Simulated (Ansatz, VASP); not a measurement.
# Cross-check of TaInS3 between VASP and Ansatz

Wanted: the spread between two codes on one cell, functional and k mesh. The cell is generated by rule, not measured, and may not be a known phase. The cell is taken from a series of runs on this material, whose earlier steps may have relaxed, scaled, displaced or heated it; both programs get it as it stands.

Method: plane waves, with VASP 6.6.1 beside it; single point at PBE, in Ansatz 0.2.0.

The structure was built from a prototype and need not be the compound's stable phase.

## 1. Set-up

It takes space group I4/mmm (No. 139, tetragonal). The conventional cell has a = 6.870 Å, b = 6.870 Å, c = 9.715 Å, α = 90.00°, β = 90.00°, γ = 90.00°. In has 12 S at 3.44 Å nearest. Ta has 6 S at 2.35 to 2.47 Å nearest. Nearest to Ta lie 6 S at 2.39 to 2.51 Å. Nearest to S lie 2 Ta at 2.39 to 2.47 Å. S has 2 Ta at 2.35 to 2.51 Å nearest. Farther neighbours and most contacts between anions are not listed.

Coordinates:

```cif
data_structure
_symmetry_space_group_name_H-M 'P 1'
_symmetry_Int_Tables_number 1
_cell_length_a 6.8697
_cell_length_b 6.8697
_cell_length_c 6.8697
_cell_angle_alpha 90.000
_cell_angle_beta 60.000
_cell_angle_gamma 60.000
_cell_volume 229.24
loop_
_atom_site_label
_atom_site_type_symbol
_atom_site_fract_x
_atom_site_fract_y
_atom_site_fract_z
_atom_site_occupancy
In1 In 0.00000 0.00000 0.00000 1
In2 In 0.00000 0.50000 0.50000 1
Ta3 Ta 0.50000 0.25000 0.75000 1
Ta4 Ta 0.50000 0.75000 0.25000 1
S5 S 0.50000 0.99588 0.00412 1
S6 S 0.50000 0.50412 0.49588 1
S7 S 0.98353 0.00823 0.50823 1
S8 S 0.01647 0.49177 0.99177 1
S9 S 0.50000 0.99588 0.49588 1
S10 S 0.50000 0.50412 0.00412 1
```

## 2. Ansatz: single point, PBE, pair 1

Ansatz runs on its PAW soft_1 files.

A single point gives forces, pressure and levels at one fixed geometry, so differences don't come from the geometry; what else differs is listed under the comparison.

File input.yaml:

```yaml
crystal:
  lattice:
    - [4.8575955774, 4.8575955774, 0.0]
    - [4.8575955774, 0.0, 4.8575955774]
    - [4.8575955774, 0.0, -4.8575955774]
  atoms:
    - { symbol: In, position: [0.0, 0.0, 1.0] }
    - { symbol: In, position: [0.0, 0.5, 0.5] }
    - { symbol: Ta, position: [0.5, 0.25, 0.75] }
    - { symbol: Ta, position: [0.5, 0.75, 0.25] }
    - { symbol: S, position: [0.5, -0.0041172633, 1.0041172633] }
    - { symbol: S, position: [0.5, 0.5041172633, 0.4958827367] }
    - { symbol: S, position: [-0.0164690532, 0.0082345266, 0.5082345266] }
    - { symbol: S, position: [0.0164690532, 0.4917654734, -0.0082345266] }
    - { symbol: S, position: [0.5, -0.0041172633, 0.4958827367] }
    - { symbol: S, position: [0.5, 0.5041172633, 0.0041172633] }
kpoints:
  mp_grid: { grid: [8, 8, 8] }
hamiltonian:
  xc: pbe
  pseudopotentials: { kind: paw, azcp: { folder: soft_1 } }
scf:
  occupations: { method: methfessel_paxton, width: 0.2 }
output:
  forces: true
  stress: true
  eigenvalues: true
```

Run with:

```sh
$ ansatz run input.yaml --threads 4 --pin off --max-ram 16384MiB --backend cpu --events-out ev --progress --plain --runs-dir out
```

Numbers of over 12 decimals in the logs are rounded to 6 here.

Log:

```text
Engine: ansatz 0.2.0, aarch64-unknown-linux-gnu
Pseudopotentials: kind: paw
Pseudopotential: In, paw, valence charge 13, recommended cutoff 420 eV (normal), soft_1/In.paw.azcp
Pseudopotential: Ta, paw, valence charge 13, recommended cutoff 420 eV (normal), soft_1/Ta.paw.azcp
Pseudopotential: S, paw, valence charge 6, recommended cutoff 420 eV (normal), soft_1/S.paw.azcp
Functional definition: PBE
  parameter kappa = 0.804
  parameter beta = 0.066725
  exchange = pbe_x(kappa = kappa, mu = beta*pi^2/3)
  correlation = pbe_c(beta = beta)
Crystal: 10 atoms, lattice volume = 229.242 Å³
Basis set: ecut = 420 eV, 4477 PW (Γ), exchange–correlation on 96×96×96 points (8 copies of the dense FFT grid, shifted against one another)
Bands: 54, of which v1, the nominal top of the filled ones, is band 44 counted from 1 (43 counted from 0)
Symmetry: 16 space group operations
Space group: I4/mmm (ITA 139), of the structure as read, at distance tolerance 6.1e-5 Å
k-points: 59 of 512
Non-local potential: In, projectors of the file, l = 0: 2, l = 1: 2, l = 2: 2, l = 3: 1
Non-local potential: Ta, projectors of the file, l = 0: 3, l = 1: 2, l = 2: 2, l = 3: 1
Non-local potential: S, projectors of the file, l = 0: 2, l = 1: 2, l = 2: 1
PAW form: soft (Blöchl's): semilocal exchange-correlation on the pseudo side does not see the compensation charge
PAW one-centre angular grid: In, 590 points (default); XC on 64 Gauss nodes
PAW one-centre angular grid: Ta, 590 points (default); XC on 64 Gauss nodes
PAW one-centre angular grid: S, 110 points (default); XC on 64 Gauss nodes
Initial density: superposition of atomic densities (chi_scale 0.1, normalization cell, long waves kept (reshape's long-wave potential 0.00 eV rms))
Initial wavefunctions: pseudopotential atomic-orbital guess
Functional: x = pbe(κ = 0.804, μ = 0.219515), c = pbe(β = 0.066725)
SCF iter   1: F=—  HF=-36480.905908 eV  |F-HF|=—  |Δ(HF+E_count)|=         —  Δρ=2.66e-2  dr2=1.58e0  ethr=3.10e-3  ⟨swp⟩=6.2  Hψ=12595  notcnv=0
preconditioner: auto → Kerker (q_TF=auto, 2.326 Å⁻¹)  [metal: Δε(μ)=0.075 eV  Ē_g=9.832 eV  σ=0.200 eV  W_gap=0.31  n_scr=58 (ndim 8)  ℏωp=20.8 eV  f_vac=0.000  D(μ)=1.61/eV (n_scr^D=8)]
SCF iter   2: F=—  HF=-36480.601049 eV  |F-HF|=—  |Δ(HF+E_count)|=   3.05e-1  S|Δr|=    0.00e0  Δρ=1.59e-2  dr2=6.36e-1  ethr=1.80e-3  ⟨swp⟩=1.1  Hψ=3723  notcnv=0  defer=2
SCF iter   3: F=—  HF=-36480.457841 eV  |F-HF|=—  |Δ(HF+E_count)|=   1.43e-1  S|Δr|=    0.00e0  Δρ=3.60e-3  dr2=5.08e-2  ethr=7.23e-4  ⟨swp⟩=2.3  Hψ=4549  notcnv=0  defer=2
SCF iter   4: F=—  HF=-36480.452900 eV  |F-HF|=—  |Δ(HF+E_count)|=   4.94e-3  S|Δr|=    0.00e0  Δρ=1.29e-3  dr2=9.24e-3  ethr=5.78e-5  ⟨swp⟩=2.4  Hψ=5646  notcnv=0  defer=81
SCF iter   5: F=—  HF=-36480.453394 eV  |F-HF|=—  |Δ(HF+E_count)|=   4.94e-4  S|Δr|=    0.00e0  Δρ=4.90e-4  dr2=1.48e-3  ethr=1.05e-5  ⟨swp⟩=2.0  Hψ=4107  notcnv=0  defer=81
SCF iter   6: F=—  HF=-36480.453492 eV  |F-HF|=—  |Δ(HF+E_count)|=   9.81e-5  S|Δr|=    0.00e0  Δρ=1.21e-4  dr2=3.86e-5  ethr=1.68e-6  ⟨swp⟩=2.0  Hψ=4233  notcnv=0  defer=95
SCF iter   7: F=—  HF=-36480.453446 eV  |F-HF|=—  |Δ(HF+E_count)|=   4.59e-5  S|Δr|=    0.00e0  Δρ=2.72e-5  dr2=2.47e-6  ethr=4.39e-8  ⟨swp⟩=2.0  Hψ=4635  notcnv=0  defer=128
SCF iter   8: F=—  HF=-36480.453447 eV  |F-HF|=—  |Δ(HF+E_count)|=   1.01e-6  S|Δr|=    0.00e0  Δρ=7.89e-6  dr2=3.07e-7  ethr=2.81e-9  ⟨swp⟩=2.6  Hψ=5111  notcnv=0  defer=128
SCF iter   9: F=-36480.453447 eV  HF=-36480.453447 eV  |F-HF|=1.71e-8  |Δ(HF+E_count)|=  5.68e-10  S|Δr|=    0.00e0  Δρ=2.32e-6  dr2=4.57e-8  ethr=1.14e-10  ⟨swp⟩=12.5  Hψ=14939  notcnv=0
SCF 1 converged in 9 iterations: F = -36480.453447 eV  dr2 = 4.57e-8
  greatest PAW one-centre occupation: 0.999 electrons in one spin orbital (limit 2), on the Ta atom at site 3 (counted from 0), in its partial waves of l = 0
SCF converged after 9 iterations
Stability not checked: this state was not tested for a lower state beside it, because cold or Methfessel-Paxton smearing, or corrected tetrahedra, fill the levels in a way that the test cannot read (fill_not_monotonic; see scf.lower_state_search)
Free energy (F): -36480.453447 eV
Harris-Foulkes:  -36480.453447 eV  (|F-HF|=1.71e-8)
Internal energy: -36480.464626 eV  (E = F + TS)
E sigma→0 (E₀):  -36480.456242 eV
Entropy (-TS):   0.011179 eV (1.118 meV/atom)
Fermi energy:    7.686620 eV
--- Per-component energies (eV) ---
  E_band       = -557.319634
  E_kinetic    = 1838.141323
  E_local      = -5031.931991  (includes V_loc(G=0)·N_el)
  E_nonlocal   = 838.582256
  E_hartree    = 1867.718609
  E_xc         = -1461.216798
  E_vxc        = -1139.958698  (∫ρ·V_xc dr)
  E_paw        = -28665.936077  (= ΣΔE_a)
  E_vpaw       = -797.591460  (= ΣTr[D̂ρ^β])
  E_aug_tail   = 0.000469  (compensation charges beyond the density's cutoff)
  E_ewald      = -5865.822418
  E_smearing   = 0.011179  (= −TS)
  E_closure    = -0.000000  (closes the sum)
  Σ components = -36480.453447   (vs F -36480.453447, Δ=0.00e0)
--- Forces (eV/Å), atoms counted from 1 ---
  atom   1  In    -0.00000000     0.00000000     0.00000000
  atom   2  In    -0.00000000     0.00000000     0.00000000
  atom   3  Ta     0.00000000     0.00000000     0.00000000
  atom   4  Ta     0.00000000    -0.00000000     0.00000000
  atom   5  S      0.00000000     0.00000000     0.14114201
  atom   6  S      0.00000000     0.00000000    -0.14114201
  atom   7  S     -0.00000000     0.30063574     0.00000000
  atom   8  S     -0.00000000    -0.30063574     0.00000000
  atom   9  S      0.14114201     0.00000000     0.00000000
  atom  10  S     -0.14114201     0.00000000     0.00000000
  max |Σ_I F_I| component: 0.00e0 eV/Å
--- Stress (GPa, compression-positive) ---
        0.228692       0.000000       0.000000
        0.000000       0.581752       0.000000
        0.000000       0.000000       0.228692
  P = ⅓ Tr σ = 0.3464 GPa (3.464 kbar)
--- Band table (eV; the first three rows and the last of 59) ---
  k-point 0: bands = [... 40 lower, 6.8503, 7.0881, 7.0881, 7.2615, 7.7521, 7.9015, 7.9015, 9.6308, ... 6 higher]
  k-point 1: bands = [... 40 lower, 6.6889, 7.3591, 7.3651, 7.6499, 7.6591, 7.9293, 7.9437, 9.8815, ... 6 higher]
  k-point 2: bands = [... 40 lower, 6.5764, 7.2786, 7.3192, 7.4659, 8.2199, 8.2896, 8.3074, 9.5903, ... 6 higher]
  k-point 58: bands = [... 40 lower, 6.8415, 6.8415, 7.3270, 7.7448, 7.7999, 9.6921, 9.8697, 9.9838, ... 6 higher]
```

In the SCF lines HF is the Harris–Foulkes energy and dr2 the Hartree energy of the density residual, in eV; the loop may stop once dr2 is under the threshold and the program's other checks hold. Hψ counts applications of the Hamiltonian.

The run ends at a pressure of 0.35 GPa, with forces up to 0.30 eV/Å.

## 3. VASP: single point, PBE, pair 1

The same cell, functional, mesh and smearing now go to VASP, with its own data sets.

Lines of VASP's logs that name or quote its potential files are left out, and so is its time.

File INCAR:

```
SYSTEM = TaInS3
PREC = Accurate
ENCUT = 500
EDIFF = 1E-06
NELM = 120
ISMEAR = 1
SIGMA = 0.2
LREAL = .FALSE.
ALGO = Normal
GGA = PE
NBANDS = 52
LASPH = .TRUE.
LORBIT = 11
LWAVE = .FALSE.
LCHARG = .FALSE.
ISIF = 2
GGA_COMPAT = .FALSE.
KPAR = 2
```

File POSCAR:

```
TaInS3
1.0
    4.8575955774      4.8575955774      0.0000000000
    4.8575955774      0.0000000000      4.8575955774
    4.8575955774      0.0000000000     -4.8575955774
In Ta S
2 2 6
Direct
    0.0000000000      1.0000000000      1.0000000000
    0.0000000000      0.5000000000      0.5000000000
    0.5000000000      0.2500000000      0.7500000000
    0.5000000000      0.7500000000      0.2500000000
    0.5000000000      0.9958827367      0.0041172633
    0.5000000000      0.5041172633      0.4958827367
    0.9835309468      0.0082345266      0.5082345266
    0.0164690532      0.4917654734      0.9917654734
    0.5000000000      0.9958827367      0.4958827367
    0.5000000000      0.5041172633      0.0041172633
```

File KPOINTS:

```
Automatic mesh
0
Gamma
8 8 8
0 0 0
```

Potentials, in the order of the species: In_d, Ta_pv and S (PBE family, release 64).

Run with:

```sh
$ mpirun -np 2 vasp_std
```

Log:

```text
[banner, memory and clock lines left out]
running    2 mpi-ranks, on    1 nodes
 distrk:  each k-point on    1 cores,    2 groups
 distr:  one band on    1 cores,    1 groups

 POSCAR found type information on POSCAR InTaS
 POSCAR found :  3 types and      10 ions
 LDA part: xc-table for (Slater+PW92), standard interpolation
 POSCAR, INCAR and KPOINTS ok, starting setup
 FFT: planning ... GRIDC
 FFT: planning ... GRID_SOFT
 FFT: planning ... GRID
 WAVECAR not read
 entering main loop
       N       E                     dE             d eps       ncg     rms          rms(c)
DAV:   1     0.852521415322E+03    0.85252E+03   -0.37813E+04  6144   0.163E+03
DAV:   2     0.680597371784E+02   -0.78446E+03   -0.75639E+03  6448   0.438E+02
DAV:   3    -0.563553037213E+02   -0.12442E+03   -0.11869E+03  7816   0.168E+02
DAV:   4    -0.648705251152E+02   -0.85152E+01   -0.84099E+01  7628   0.433E+01
DAV:   5    -0.653279528325E+02   -0.45743E+00   -0.45610E+00  9448   0.105E+01    0.264E+01
DAV:   6    -0.594920363210E+02    0.58359E+01   -0.24441E+01  8244   0.205E+01    0.130E+01
DAV:   7    -0.592433767317E+02    0.24866E+00   -0.32171E+00  7916   0.816E+00    0.827E+00
DAV:   8    -0.591515061321E+02    0.91871E-01   -0.73232E-01  8408   0.418E+00    0.118E+00
DAV:   9    -0.591372906789E+02    0.14215E-01   -0.11925E-01  7596   0.168E+00    0.661E-01
DAV:  10    -0.591373432146E+02   -0.52536E-04   -0.11238E-02  8760   0.551E-01    0.422E-01
DAV:  11    -0.591378186505E+02   -0.47544E-03   -0.24729E-03  8576   0.213E-01    0.158E-01
DAV:  12    -0.591376704332E+02    0.14822E-03   -0.71048E-04  7244   0.123E-01    0.625E-02
DAV:  13    -0.591376690207E+02    0.14125E-05   -0.18470E-04  7484   0.596E-02    0.408E-02
DAV:  14    -0.591376704296E+02   -0.14089E-05   -0.39056E-05  7172   0.307E-02    0.214E-02
DAV:  15    -0.591376728385E+02   -0.24089E-05   -0.10289E-05  6984   0.160E-02    0.857E-03
DAV:  16    -0.591376723623E+02    0.47623E-06   -0.27798E-06  5564   0.806E-03
   1 F= -.59137672E+02 E0= -.59141424E+02  d E =0.112540E-01
```

OUTCAR, selected parts (step 3):

```text
ion  position               nearest neighbor table
   1  0.000  0.000  0.000-
   2  0.000  0.500  0.500-
   3  0.500  0.250  0.750-   7 2.35   8 2.35   5 2.47   6 2.47   9 2.47  10 2.47
   4  0.500  0.750  0.250-   5 2.39   6 2.39   9 2.39  10 2.39   8 2.51   7 2.51
   5  0.500  0.996  0.004-   4 2.39   3 2.47
   6  0.500  0.504  0.496-   4 2.39   3 2.47
   7  0.984  0.008  0.508-   3 2.35   4 2.51
   8  0.016  0.492  0.992-   3 2.35   4 2.51
   9  0.500  0.996  0.496-   4 2.39   3 2.47
  10  0.500  0.504  0.004-   4 2.39   3 2.47

  LATTYP: Found a face centered cubic cell.
 ALAT       =     9.7151911548

 Subroutine GETGRP returns: Found 16 space group operations
 (whereof  8 operations were pure point group operations)

The static configuration has the point symmetry D_2d.
 The point group associated with its full space group is D_4h.

 Found     59 irreducible k-points:

   k-points           NKPTS =     59   k-points in BZ     NKDIM =     59   number of bands    NBANDS=     52

   dimension x,y,z NGX =    50 NGY =   50 NGZ =   50
   dimension x,y,z NGXF=   100 NGYF=  100 NGZF=  100

   ENCUT  =  500.0 eV  36.75 Ry    6.06 a.u.  12.53 12.53 12.53*2*pi/ulx,y,z

   NELECT =      84.0000    total number of electrons

 k-points in reciprocal lattice and weights: Automatic mesh
   0.00000000  0.00000000  0.00000000       0.002
   0.12500000  0.00000000  0.00000000       0.004
   0.12500000  0.12500000  0.12500000       0.008
   0.25000000  0.00000000  0.00000000       0.004
   0.25000000  0.25000000  0.25000000       0.008
   0.37500000  0.00000000  0.00000000       0.004
   0.37500000  0.37500000  0.37500000       0.008
   0.50000000  0.00000000  0.00000000       0.002
   0.50000000  0.50000000  0.50000000       0.004
[...]
-0.25000000  0.25000000  0.25000000       0.008
   0.25000000  0.50000000  0.50000000       0.004

 average (electrostatic) potential at core
       1 -96.0185       2 -96.0185       3 -39.5809       4 -39.5807       5 -86.7067
       6 -86.7067       7 -86.7342       8 -86.7342       9 -86.7067      10 -86.7067

 E-fermi :   4.3455

 k-point     1 :       0.0000    0.0000    0.0000
  band No.  band energies     occupation
    ...
     38       3.5250      2.00000
     39       3.5250      2.00000
     40       3.7463      2.00019
     41       3.7463      2.00019
     42       3.9184      2.01006
     43       4.4105      0.48150
     44       4.5590     -0.06155
     45       4.5590     -0.06155
     46       6.2863     -0.00000
     47       6.3168     -0.00000
    ...

 k-point     2 :       0.1250    0.0000    0.0000
  band No.  band energies     occupation
    ...
     38       3.4052      2.00000
     39       3.4052      2.00000
     40       3.9261      2.01153
     41       4.0605      2.06162
     42       4.0605      2.06162
     43       4.4093      0.48934
     44       4.7297     -0.02047
     45       4.7297     -0.02047
     46       6.3225     -0.00000
     47       6.5923     -0.00000
    ...

 k-point     3 :       0.1250    0.1250    0.1250
  band No.  band energies     occupation
    ...
     38       3.3974      2.00000
     39       3.4009      2.00000
     40       3.7518      2.00022
     41       4.0711      2.06548
     42       4.2067      1.91567
     43       4.5595     -0.06185
     44       4.5910     -0.07091
     45       4.7215     -0.02313
     46       6.2989     -0.00000
     47       6.5951     -0.00000
    ...

  Total        0.3117996      0.8232062      0.3117996      0.0000000      0.0000000      0.0000000
  in kB        2.1791746      5.7534077      2.1791746      0.0000000      0.0000000      0.0000000
  external PRESSURE =       3.3705857 kB  Pullay stress =       0.0000000 kB

  energy-cutoff  :      500.00
  volume of cell :      229.24
      direct lattice vectors                 reciprocal lattice vectors
     4.857595577  4.857595577  0.000000000     0.000000000  0.205863165  0.000000000
     4.857595577  0.000000000  4.857595577     0.102931583 -0.102931583  0.102931583
     4.857595577  0.000000000 -4.857595577     0.102931583 -0.102931583 -0.102931583

 POSITION                                       TOTAL-FORCE (eV/Angst)
 -----------------------------------------------------------------------------------
      0.00000      0.00000      0.00000         0.000000      0.000000      0.000000
      4.85760      0.00000      0.00000        -0.000000      0.000000      0.000000
      7.28639      2.42880     -2.42880         0.000000      0.000000      0.000000
      7.28639      2.42880      2.42880         0.000000      0.000000      0.000000
      7.28639      2.42880      4.81760         0.000000      0.000000      0.146048
      7.28639      2.42880      0.04000         0.000000     -0.000000     -0.146048
      7.28639      4.77760     -2.42880        -0.000000      0.310660      0.000000
      7.28639      0.08000     -2.42880         0.000000     -0.310660      0.000000
      9.67519      2.42880      2.42880         0.146048      0.000000      0.000000
      4.89760      2.42880      2.42880        -0.146048     -0.000000      0.000000
 -----------------------------------------------------------------------------------
    total drift:                                0.000000      0.000000     -0.000000

  FREE ENERGIE OF THE ION-ELECTRON SYSTEM (eV)
  ---------------------------------------------------
  free  energy   TOTEN  =       -59.1376723623 eV

  energy  without entropy=      -59.1489263216  energy(sigma->0) =      -59.14142368

 total charge
# of ion       s       p       d       tot
------------------------------------------
    1        1.187   0.140   9.852  11.179
    2        1.187   0.140   9.852  11.179
    3        0.306   6.209   2.185   8.700
    4        0.306   6.209   2.185   8.699
    5        1.338   2.408   0.000   3.746
    6        1.338   2.408   0.000   3.746
    7        1.339   2.409   0.000   3.748
    8        1.339   2.409   0.000   3.748
    9        1.338   2.408   0.000   3.746
   10        1.338   2.408   0.000   3.746
--------------------------------------------------
tot         11.015  27.148  24.074  62.237

[... 3 further parts left out ...]
```

The run ends at a pressure of 0.34 GPa, with forces up to 0.31 eV/Å.

## 4. Comparison

Known differences besides the potentials themselves: the data sets hold 88 valence electrons in Ansatz (on its PAW soft_1 files) and 84 in VASP; the cutoff is 420 eV in Ansatz and 500 eV in VASP. Total energies have different zeros and are not compared.

The two programs side by side:

```
      quantity  Ansatz  VASP  difference
pressure (GPa)    0.35  0.34       +0.01
```

Forces (eV/Å; atoms numbered as in POSCAR):

```
atom        Ansatz x, y, z          VASP x, y, z
 In1   0.000, 0.000, 0.000   0.000, 0.000, 0.000
 In2   0.000, 0.000, 0.000   0.000, 0.000, 0.000
 Ta3   0.000, 0.000, 0.000   0.000, 0.000, 0.000
 Ta4   0.000, 0.000, 0.000   0.000, 0.000, 0.000
  S5   0.000, 0.000, 0.141   0.000, 0.000, 0.146
  S6  0.000, 0.000, -0.141  0.000, 0.000, -0.146
  S7   0.000, 0.301, 0.000   0.000, 0.311, 0.000
  S8  0.000, -0.301, 0.000  0.000, -0.311, 0.000
  S9   0.141, 0.000, 0.000   0.146, 0.000, 0.000
 S10  -0.141, 0.000, 0.000  -0.146, 0.000, 0.000
```

The forces differ by 3.1 meV/Å r.m.s., which is 3.3 % of the r.m.s. force of 0.096 eV/Å (both taken over all components).

(Part 1 of 2 ends here.)

[Lines on the potential files, build, host, timing and source positions are cut from VASP's logs without a mark.]

[Logs are printed without paths, hosts, clocks, repeated set-up lines and the standing remarks that a program may print on its own settings, such as how far it seeks lower states.]

[Hosts, paths, dates, database ids (printed as entryN), source tags and the programs' standing remarks are cut or masked in the printed files.]
